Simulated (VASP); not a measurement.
Computed with LDA (Ceperley-Alder, Perdew-Zunger), VASP's LDA PAW potentials (set 64) (plane waves; VASP).

VASP ran on this input.

File KPOINTS:
```
Automatic mesh
0
Gamma
13 13 13
0 0 0
```

POSCAR:
```
CoGa
1
    2.7734528439     0.0000000000    -0.0000000000
   -0.0000000000     2.7734528439    -0.0000000000
   -0.0000000000    -0.0000000000     2.7734528439
Ga Co
1 1
Direct
  0.5000000000   0.5000000000   0.5000000000
  0.0000000000   0.0000000000   0.0000000000
```

**INCAR**
```
! general
SYSTEM  = CoGa
PREC    = Accurate
ENCUT   = 500   ! plane-wave cut-off (eV)
LREAL   = .FALSE.   ! projection in real space or not
LASPH   = .TRUE.

! electronic loop
EDIFF   = 1E-6
NELM    = 100
ALGO    = Normal
LMAXMIX = 4   ! l cut-off of mixed one-centre charges

! smearing
ISMEAR  = 1
SIGMA   = 0.1   ! width (eV)

! ions
IBRION  = 2   ! conjugate gradients
NSW     = 40   ! most ionic steps
ISIF    = 3
EDIFFG  = -0.02
PSTRESS = 100

! output
LWAVE   = .FALSE.
LCHARG  = .FALSE.
```

POTCAR, in this order: Ga_d Co (LDA.64 set). Program: vasp_std.

Output

**OSZICAR**
```
       N       E                     dE             d eps       ncg     rms          rms(c)
DAV:   1     0.905644756566E+02    0.90564E+02   -0.10564E+04  2736   0.264E+03
DAV:   2    -0.928944396835E+01   -0.99854E+02   -0.97663E+02  2611   0.342E+02
DAV:   3    -0.134546994397E+02   -0.41653E+01   -0.41437E+01  2863   0.768E+01
DAV:   4    -0.135192810409E+02   -0.64582E-01   -0.64574E-01  3451   0.888E+00
DAV:   5    -0.135208000620E+02   -0.15190E-02   -0.15190E-02  3041   0.117E+00    0.105E+01
DAV:   6    -0.139857846420E+02   -0.46498E+00   -0.18414E+01  2893   0.613E+01    0.930E+00
DAV:   7    -0.125488495267E+02    0.14369E+01   -0.70819E+00  2660   0.457E+01    0.234E+00
DAV:   8    -0.125108192909E+02    0.38030E-01   -0.21947E-01  3256   0.556E+00    0.630E-01
DAV:   9    -0.125048040374E+02    0.60153E-02   -0.15109E-02  3583   0.208E+00    0.114E-01
DAV:  10    -0.125045256889E+02    0.27835E-03   -0.45447E-04  3406   0.317E-01    0.646E-02
DAV:  11    -0.125045021853E+02    0.23504E-04   -0.65768E-05  3359   0.142E-01    0.111E-02
DAV:  12    -0.125045019466E+02    0.23869E-06   -0.37575E-06  2846   0.348E-02
   1 F= -.11172969E+02 E0= -.11173367E+02  d E =-.111730E+02
```

OUTCAR:
```
------------------------ aborting loop because EDIFF is reached ----------------------------------------
  FORCE on cell =-STRESS in cart. coord.  units (eV):
  Direction    XX          YY          ZZ          XY          YZ          ZX
  --------------------------------------------------------------------------------------
  Total        1.3219287      1.3219287      1.3219287     -0.0000000     -0.0000000      0.0000000
  in kB       99.2787363     99.2787363     99.2787363     -0.0000000     -0.0000000      0.0000000
  external PRESSURE =      -0.7212637 kB  Pullay stress =     100.0000000 kB
  volume of cell :       21.33
      direct lattice vectors                 reciprocal lattice vectors
     2.773452844  0.000000000  0.000000000     0.360561385  0.000000000  0.000000000
     0.000000000  2.773452844  0.000000000     0.000000000  0.360561385  0.000000000
     0.000000000  0.000000000  2.773452844     0.000000000  0.000000000  0.360561385
 POSITION                                       TOTAL-FORCE (eV/Angst)
 -----------------------------------------------------------------------------------
      1.38673      1.38673      1.38673         0.000000      0.000000      0.000000
      0.00000      0.00000      0.00000         0.000000      0.000000      0.000000
 -----------------------------------------------------------------------------------
    total drift:                               -0.000000      0.000000      0.000000
  FREE ENERGIE OF THE ION-ELECTRON SYSTEM (eV)
  ---------------------------------------------------
  free  energy   TOTEN  =       -12.5045019466 eV

  energy  without entropy=      -12.5056935343  energy(sigma->0) =      -12.50489914
  enthalpy is  TOTEN    =       -11.1729694319 eV   P V=        1.3315325147

 reached required accuracy - stopping structural energy minimisation
```
(Selected blocks of OUTCAR.)

The compound is CoGa in the CsCl type structure. It was relaxed first under an external pressure of 10 GPa. The run is not spin-polarised, so no magnetic state was tried.
